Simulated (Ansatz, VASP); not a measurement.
# InTe2: VASP beside Ansatz

One calculation is typed for both programs; each brings its own data sets. How far apart do they land? The cell is generated by rule, not measured, and may not be a known phase. The cell is taken from a series of runs on this material, whose earlier steps may have relaxed, scaled, displaced or heated it; both programs get it as it stands.

Main program and level: Ansatz 0.2.0; plane waves, with VASP 6.6.1 beside it; zone-centre phonons at PBE with D3(BJ).

The structure was built from a prototype and need not be the compound's stable phase.

## 1. The starting structure

It takes space group P4_2/nmc (No. 137, tetragonal). Conventional cell: a = 5.641 Å, b = 5.641 Å, c = 6.080 Å, α = 90.00°, β = 90.00°, γ = 90.00°. In has 8 Te at 2.97 to 3.52 Å nearest. Nearest to Te lie 4 In at 2.97 to 3.52 Å and 2 Te at 3.04 Å. Farther neighbours and most contacts between anions are not listed.

Structure file:

```
In Te
1.0
     5.64078    0.00000    0.00000
     0.00000    5.64078    0.00000
     0.00000    0.00000    6.07956
In Te
2 4
Cartesian
  2.8204 2.8204 3.0398
  0.0000 0.0000 0.0000
  0.0000 2.8204 0.9357
  2.8204 0.0000 5.1438
  0.0000 2.8204 3.9755
  2.8204 0.0000 2.1040
```

## 2. VASP: zone-centre phonons, PBE with D3(BJ)

Second derivatives magnify differences that forces hide, and they need a tight electronic threshold.

Lines of VASP's logs that name or quote its potential files are left out, and so is its time.

Contents of INCAR:

```
SYSTEM = InTe2
PREC = Accurate
ENCUT = 500
EDIFF = 1E-08
NELM = 120
ISMEAR = 1
SIGMA = 0.2
LREAL = .FALSE.
ALGO = Normal
GGA = PE
IVDW = 12
NBANDS = 31
LORBIT = 11
LWAVE = .FALSE.
LCHARG = .FALSE.
ISIF = 2
IBRION = 6
NFREE = 2
POTIM = 0.015
NSW = 1
LASPH = .TRUE.
GGA_COMPAT = .FALSE.
KPAR = 2
```

Contents of POSCAR:

```
InTe2
1.0
    5.6407839758      0.0000000000      0.0000000000
    0.0000000000      5.6407839758      0.0000000000
    0.0000000000      0.0000000000      6.0795609369
In Te
2 4
Direct
    0.5000000000      0.5000000000      0.5000000000
    0.0000000000      0.0000000000      0.0000000000
    0.0000000000      0.5000000000      0.1539166279
    0.5000000000      0.0000000000      0.8460833721
    0.0000000000      0.5000000000      0.6539166279
    0.5000000000      0.0000000000      0.3460833721
```

Contents of KPOINTS:

```
Automatic mesh
0
Gamma
6 6 6
0 0 0
```

PAW data sets: In_d and Te (PBE family, release 64).

Launch:

```console
$ mpirun -np 2 vasp_std
```

Numbers of over 12 decimals in the logs are rounded to 6 here.

Log:

```text
[banner, memory and clock lines left out]
running    2 mpi-ranks, on    1 nodes
 distrk:  each k-point on    1 cores,    2 groups
 distr:  one band on    1 cores,    1 groups

 POSCAR found type information on POSCAR InTe
 POSCAR found :  2 types and       6 ions
 LDA part: xc-table for (Slater+PW92), standard interpolation
 POSCAR, INCAR and KPOINTS ok, starting setup
 FFT: planning ... GRIDC
 FFT: planning ... GRID_SOFT
 FFT: planning ... GRID
 WAVECAR not read
 entering main loop
       N       E                     dE             d eps       ncg     rms          rms(c)
DAV:   1     0.404733810083E+03    0.40473E+03   -0.20369E+04  2480   0.152E+03
DAV:   2     0.299048256050E+02   -0.37483E+03   -0.36214E+03  2620   0.369E+02
DAV:   3    -0.159077719300E+02   -0.45813E+02   -0.44180E+02  3160   0.140E+02
DAV:   4    -0.181447028027E+02   -0.22369E+01   -0.22266E+01  3020   0.316E+01
DAV:   5    -0.182658832506E+02   -0.12118E+00   -0.12115E+00  3798   0.732E+00    0.111E+01
DAV:   6    -0.180625440764E+02    0.20334E+00   -0.35184E-01  3330   0.779E+00    0.696E+00
DAV:   7    -0.180406082180E+02    0.21936E-01   -0.30121E-01  3369   0.418E+00    0.510E-01
DAV:   8    -0.180337545711E+02    0.68536E-02   -0.60307E-02  3249   0.272E+00    0.366E-01
DAV:   9    -0.180341383154E+02   -0.38374E-03   -0.31752E-03  3362   0.439E-01    0.172E-01
DAV:  10    -0.180342720710E+02   -0.13376E-03   -0.26101E-04  3465   0.944E-02    0.902E-02
DAV:  11    -0.180342965843E+02   -0.24513E-04   -0.49457E-05  2916   0.657E-02    0.258E-02
DAV:  12    -0.180342947937E+02    0.17906E-05   -0.72822E-06  3441   0.286E-02    0.113E-02
DAV:  13    -0.180342947424E+02    0.51296E-07   -0.31084E-06  3302   0.813E-03    0.480E-03
DAV:  14    -0.180342944271E+02    0.31537E-06   -0.28806E-07  3208   0.383E-03    0.218E-03
DAV:  15    -0.180342946171E+02   -0.19000E-06   -0.36377E-08  2613   0.115E-03    0.368E-04
DAV:  16    -0.180342947037E+02   -0.86613E-07   -0.14220E-08  2263   0.646E-04    0.407E-04
DAV:  17    -0.180342947001E+02    0.36025E-08   -0.14269E-09  1856   0.339E-04
   1 F= -.20335925E+02 E0= -.20337007E+02  d E =0.324606E-02
[... from here on, the cycles between the ionic steps are left out ...]
   2 F= -.20335568E+02 E0= -.20336649E+02  d E =0.324362E-02
   3 F= -.20335568E+02 E0= -.20336649E+02  d E =0.324334E-02
   4 F= -.20335818E+02 E0= -.20336901E+02  d E =0.325029E-02
   5 F= -.20335818E+02 E0= -.20336901E+02  d E =0.325025E-02
   6 F= -.20335858E+02 E0= -.20336940E+02  d E =0.324473E-02
   7 F= -.20335858E+02 E0= -.20336940E+02  d E =0.324470E-02
   8 F= -.20335394E+02 E0= -.20336478E+02  d E =0.325147E-02
   9 F= -.20335394E+02 E0= -.20336478E+02  d E =0.325146E-02
  10 F= -.20335456E+02 E0= -.20336574E+02  d E =0.335213E-02
 Finite differences progress:
  Degree of freedom:   5/  5
  Displacement:        1/  2
  Total:               9/ 10
 bond charge predicted
       N       E                     dE             d eps       ncg     rms          rms(c)
DAV:   1    -0.180326712461E+02    0.12604E-02   -0.30676E-01  3984   0.179E+00    0.284E-01
DAV:   2    -0.180337218167E+02   -0.10506E-02   -0.10563E-02  4763   0.442E-01    0.104E-01
DAV:   3    -0.180337381865E+02   -0.16370E-04   -0.31803E-04  5421   0.116E-01    0.489E-02
DAV:   4    -0.180337424201E+02   -0.42336E-05   -0.26577E-05  5114   0.284E-02    0.243E-02
DAV:   5    -0.180337431034E+02   -0.68338E-06   -0.23996E-06  5788   0.171E-02    0.788E-03
DAV:   6    -0.180337430608E+02    0.42642E-07   -0.45836E-07  4886   0.401E-03    0.268E-03
DAV:   7    -0.180337430521E+02    0.87048E-08   -0.75519E-08  4100   0.397E-03
  11 F= -.20335475E+02 E0= -.20336515E+02  d E =0.311846E-02
 Finite differences progress:
  Degree of freedom:   5/  5
  Displacement:        2/  2
  Total:              10/ 10
```

Parts of OUTCAR (step 2):

```text
ion  position               nearest neighbor table
   1  0.500  0.500  0.500-   5 2.97   6 2.97   6 2.97   5 2.97   4 3.52   3 3.52   3 3.52   4 3.52

  LATTYP: Found a simple tetragonal cell.
 ALAT       =     5.6407839758
 C/A-ratio  =     1.0777865210

 Subroutine GETGRP returns: Found 16 space group operations
 (whereof  8 operations were pure point group operations)

The static configuration has the point symmetry D_2d.
 The point group associated with its full space group is D_4h.

 Found     40 irreducible k-points:

   k-points           NKPTS =     40   k-points in BZ     NKDIM =     40   number of bands    NBANDS=     31

   dimension x,y,z NGX =    42 NGY =   42 NGZ =   48
   dimension x,y,z NGXF=    84 NGYF=   84 NGZF=   96

   ENCUT  =  500.0 eV  36.75 Ry    6.06 a.u.  10.28 10.28 11.08*2*pi/ulx,y,z

   NELECT =      50.0000    total number of electrons

 k-points in reciprocal lattice and weights: Automatic mesh
   0.00000000  0.00000000  0.00000000       0.005
   0.16666667  0.00000000  0.00000000       0.019
   0.33333333  0.00000000  0.00000000       0.019
   0.50000000  0.00000000  0.00000000       0.009
   0.16666667  0.16666667  0.00000000       0.019
   0.33333333  0.16666667  0.00000000       0.037
   0.50000000  0.16666667  0.00000000       0.019
   0.33333333  0.33333333  0.00000000       0.019
   0.50000000  0.33333333  0.00000000       0.019
[...]
0.50000000  0.33333333  0.50000000       0.019
   0.50000000  0.50000000  0.50000000       0.005

 Edisp (eV)   -2.30152

 average (electrostatic) potential at core
       1 -95.6574       2 -95.6593       3 -88.6795       4 -88.6795       5 -88.6771
       6 -88.6774

 E-fermi :   5.5938

 k-point     1 :       0.0000    0.0000    0.0000
  band No.  band energies     occupation
    ...
     22       3.2862      2.00000
     23       4.7060      2.00000
     24       4.7098      2.00000
     25       5.2896      2.05339
     26       5.3012      2.05851
     27       7.6339     -0.00000
     28       8.9068     -0.00000
     29       9.2298     -0.00000
     30       9.7432      0.00000
     31       9.7609      0.00000

 k-point     2 :       0.1667    0.0000    0.0000
  band No.  band energies     occupation
    ...
     22       4.5937      2.00000
     23       4.7085      2.00000
     24       4.7542      2.00000
     25       5.1537      2.00794
     26       5.2427      2.03239
     27       7.9665     -0.00000
     28       8.2625     -0.00000
     29       9.2890     -0.00000
     30       9.5547     -0.00000
     31       9.8293      0.00000

 k-point     3 :       0.3333    0.0000    0.0000
  band No.  band energies     occupation
    ...
     21       4.3806      2.00000
     22       4.8273      2.00000
     23       4.8780      2.00001
     24       4.9443      2.00004
     25       5.1407      2.00618
     26       6.0359     -0.00765
     27       8.0773     -0.00000
     28       8.4166     -0.00000
     29       9.2717     -0.00000
     30       9.4078     -0.00000
    ...

  FREE ENERGIE OF THE ION-ELECTRON SYSTEM (eV)
  ---------------------------------------------------
  free  energy   TOTEN  =       -20.3354754470 eV

  energy  without entropy=      -20.3385939023  energy(sigma->0) =      -20.33651493

 Eigenvectors and eigenvalues of the dynamical matrix
 ----------------------------------------------------

   1 f  =    4.148610 THz    26.066484 2PiTHz  138.382728 cm-1    17.157264 meV
             X         Y         Z           dx          dy          dz
      2.820392  2.820392  3.039780    -0.433703   -0.023739    0.000000
      0.000000  0.000000  0.000000     0.433703    0.023739   -0.000000
      0.000000  2.820392  0.935746     0.072821   -0.030235   -0.000000
      2.820392  0.000000  5.143815    -0.552363    0.003986   -0.000000
      0.000000  2.820392  3.975526     0.552363   -0.003986    0.000000
      2.820392  0.000000  2.104035    -0.072821    0.030235   -0.000000

   2 f  =    4.148610 THz    26.066484 2PiTHz  138.382728 cm-1    17.157264 meV
             X         Y         Z           dx          dy          dz
      2.820392  2.820392  3.039780    -0.023739    0.433703    0.000000
      0.000000  0.000000  0.000000     0.023739   -0.433703    0.000000
      0.000000  2.820392  0.935746     0.003986    0.552363    0.000000
      2.820392  0.000000  5.143815    -0.030235   -0.072821    0.000000
      0.000000  2.820392  3.975526     0.030235    0.072821   -0.000000
      2.820392  0.000000  2.104035    -0.003986   -0.552363   -0.000000

   3 f  =    3.815785 THz    23.975281 2PiTHz  127.280872 cm-1    15.780810 meV
             X         Y         Z           dx          dy          dz
      2.820392  2.820392  3.039780     0.000000   -0.000000    0.000000
      0.000000  0.000000  0.000000     0.000000   -0.000000   -0.000000
      0.000000  2.820392  0.935746    -0.000000    0.000000    0.500000
      2.820392  0.000000  5.143815    -0.000000   -0.000000   -0.500000
      0.000000  2.820392  3.975526    -0.000000   -0.000000   -0.500000
      2.820392  0.000000  2.104035     0.000000    0.000000    0.500000

   4 f  =    3.718218 THz    23.362250 2PiTHz  124.026390 cm-1    15.377306 meV
             X         Y         Z           dx          dy          dz
      2.820392  2.820392  3.039780     0.454598   -0.179139   -0.000000
      0.000000  0.000000  0.000000     0.454598   -0.179139    0.000000
      0.000000  2.820392  0.935746     0.042583    0.186637   -0.000000
      2.820392  0.000000  5.143815    -0.473625   -0.016780   -0.000000
      0.000000  2.820392  3.975526    -0.473625   -0.016780    0.000000
      2.820392  0.000000  2.104035     0.042583    0.186637    0.000000

   5 f  =    3.718218 THz    23.362250 2PiTHz  124.026390 cm-1    15.377306 meV
             X         Y         Z           dx          dy          dz
      2.820392  2.820392  3.039780    -0.179139   -0.454598    0.000000
      0.000000  0.000000  0.000000    -0.179139   -0.454598   -0.000000
      0.000000  2.820392  0.935746    -0.016780    0.473625   -0.000000
      2.820392  0.000000  5.143815     0.186637   -0.042583   -0.000000
      0.000000  2.820392  3.975526     0.186637   -0.042583    0.000000
      2.820392  0.000000  2.104035    -0.016780    0.473625    0.000000

   6 f  =    3.590081 THz    22.557147 2PiTHz  119.752225 cm-1    14.847377 meV
             X         Y         Z           dx          dy          dz
      2.820392  2.820392  3.039780    -0.000000   -0.000000   -0.017465
      0.000000  0.000000  0.000000    -0.000000   -0.000000    0.017465
      0.000000  2.820392  0.935746    -0.000000    0.000000    0.499847
      2.820392  0.000000  5.143815     0.000000   -0.000000    0.499847
      0.000000  2.820392  3.975526     0.000000   -0.000000   -0.499847
      2.820392  0.000000  2.104035     0.000000    0.000000   -0.499847

   7 f  =    1.805385 THz    11.343568 2PiTHz   60.221161 cm-1     7.466469 meV
             X         Y         Z           dx          dy          dz
      2.820392  2.820392  3.039780     0.000000   -0.000000   -0.000000
      0.000000  0.000000  0.000000    -0.000000    0.000000    0.000000
      0.000000  2.820392  0.935746    -0.000000    0.000000   -0.500000
      2.820392  0.000000  5.143815    -0.000000    0.000000    0.500000
      0.000000  2.820392  3.975526     0.000000   -0.000000   -0.500000
      2.820392  0.000000  2.104035     0.000000   -0.000000    0.500000

   8 f  =    1.694192 THz    10.644920 2PiTHz   56.512148 cm-1     7.006610 meV
             X         Y         Z           dx          dy          dz
      2.820392  2.820392  3.039780     0.000000    0.000000    0.706891
      0.000000  0.000000  0.000000    -0.000000   -0.000000   -0.706891
      0.000000  2.820392  0.935746    -0.000000   -0.000000    0.012350
      2.820392  0.000000  5.143815    -0.000000   -0.000000    0.012350
      0.000000  2.820392  3.975526     0.000000    0.000000   -0.012350
      2.820392  0.000000  2.104035     0.000000    0.000000   -0.012350

   9 f  =    1.610211 THz    10.117257 2PiTHz   53.710874 cm-1     6.659297 meV
             X         Y         Z           dx          dy          dz
      2.820392  2.820392  3.039780    -0.153360    0.087536   -0.000000
      0.000000  0.000000  0.000000     0.153360   -0.087536    0.000000
      0.000000  2.820392  0.935746     0.561945   -0.111018   -0.000000
      2.820392  0.000000  5.143815     0.194499   -0.320751    0.000000
      0.000000  2.820392  3.975526    -0.194499    0.320751   -0.000000
      2.820392  0.000000  2.104035    -0.561945    0.111018    0.000000

  10 f  =    1.610211 THz    10.117257 2PiTHz   53.710874 cm-1     6.659297 meV
             X         Y         Z           dx          dy          dz
      2.820392  2.820392  3.039780    -0.087536   -0.153360    0.000000
      0.000000  0.000000  0.000000     0.087536    0.153360   -0.000000
      0.000000  2.820392  0.935746     0.320751    0.194499    0.000000
      2.820392  0.000000  5.143815     0.111018    0.561945   -0.000000
      0.000000  2.820392  3.975526    -0.111018   -0.561945    0.000000
      2.820392  0.000000  2.104035    -0.320751   -0.194499   -0.000000

  11 f  =    1.166543 THz     7.329606 2PiTHz   38.911686 cm-1     4.824432 meV
             X         Y         Z           dx          dy          dz
      2.820392  2.820392  3.039780    -0.000000   -0.000000   -0.590729
      0.000000  0.000000  0.000000     0.000000   -0.000000   -0.590729
      0.000000  2.820392  0.935746     0.000000   -0.000000    0.274809
      2.820392  0.000000  5.143815     0.000000   -0.000000    0.274809
      0.000000  2.820392  3.975526    -0.000000    0.000000    0.274809
      2.820392  0.000000  2.104035     0.000000   -0.000000    0.274809

  12 f  =    0.498292 THz     3.130864 2PiTHz   16.621246 cm-1     2.060771 meV
             X         Y         Z           dx          dy          dz
      2.820392  2.820392  3.039780     0.280343   -0.448958    0.000000
      0.000000  0.000000  0.000000    -0.280343    0.448958    0.000000
      0.000000  2.820392  0.935746     0.146032    0.321681    0.000000
      2.820392  0.000000  5.143815    -0.200867   -0.233864    0.000000
      0.000000  2.820392  3.975526     0.200867    0.233864    0.000000
      2.820392  0.000000  2.104035    -0.146032   -0.321681    0.000000

  13 f  =    0.498292 THz     3.130864 2PiTHz   16.621246 cm-1     2.060771 meV
             X         Y         Z           dx          dy          dz
      2.820392  2.820392  3.039780    -0.448958   -0.280343    0.000000
      0.000000  0.000000  0.000000     0.448958    0.280343    0.000000
      0.000000  2.820392  0.935746    -0.233864    0.200867    0.000000
      2.820392  0.000000  5.143815     0.321681   -0.146032    0.000000
      0.000000  2.820392  3.975526    -0.321681    0.146032    0.000000
      2.820392  0.000000  2.104035     0.233864   -0.200867    0.000000
    [... 42 further lines ...]
      2.820392  0.000000  5.143815    -0.015447   -0.570842    0.000000
      0.000000  2.820392  3.975526    -0.015447   -0.570842    0.000000
      2.820392  0.000000  2.104035     0.033961    0.259640    0.000000

 ELASTIC MODULI CONTR FROM IONIC RELAXATION (kBar)
 Direction    XX          YY          ZZ          XY          YZ          ZX
 --------------------------------------------------------------------------------
 XX        -412.4201    371.3188      0.3081      0.0000      0.0000      0.0000
 YY         371.3188   -412.4201      0.3081      0.0000     -0.0000     -0.0000
 ZZ           0.3081      0.3081     -0.0046      0.0000      0.0000     -0.0000
 XY           0.0000      0.0000      0.0000      0.0000      0.0000      0.0000
 YZ           0.0000     -0.0000      0.0000      0.0000   -178.7535     -0.0000
 ZX           0.0000     -0.0000     -0.0000      0.0000     -0.0000   -178.7535
 --------------------------------------------------------------------------------

 total charge
# of ion       s       p       d       tot
------------------------------------------
    1        0.942   0.454   9.880  11.275
    2        0.942   0.454   9.880  11.275
    3        1.404   1.907   0.035   3.345
    4        1.404   1.907   0.035   3.345
    5        1.404   1.907   0.035   3.345
    6        1.404   1.907   0.035   3.345
--------------------------------------------------
tot          7.498   8.534  19.900  35.931

[... 2 further parts left out ...]
```

CONTCAR:

```
InTe2
   1.00000000000000
     5.6407839757999998    0.0000000000000000    0.0000000000000000
     0.0000000000000000    5.6407839757999998    0.0000000000000000
     0.0000000000000000    0.0000000000000000    6.0795609369000001
  In              Te
     2     4
Direct
     0.5000000000000000    0.5000000000000000    0.5000000000000000
     0.0000000000000000    0.0000000000000000    0.0000000000000000
     0.0000000000000000    0.5000000000000000    0.1514493444636354
     0.5000000000000000    0.0000000000000000    0.8460833720999972
     0.0000000000000000    0.5000000000000000    0.6539166279000028
     0.5000000000000000    0.0000000000000000    0.3460833720999972
```

The last energy, forces, stress and levels in OUTCAR belong to the last displaced cell, not to the cell of POSCAR. The k-mesh is coarse for a metal.

Levels, forces or a CONTCAR printed for this step are those of its last displaced cell, not of the structure at rest.

(Part 1 of 2 ends here.)

[Lines on the potential files, build, host, timing and source positions are cut from VASP's logs without a mark.]

[Logs are printed without paths, hosts, clocks, repeated set-up lines and the standing remarks that a program may print on its own settings, such as how far it seeks lower states.]

[Hosts, paths, dates, database ids (printed as entryN), source tags and the programs' standing remarks are cut or masked in the printed files.]
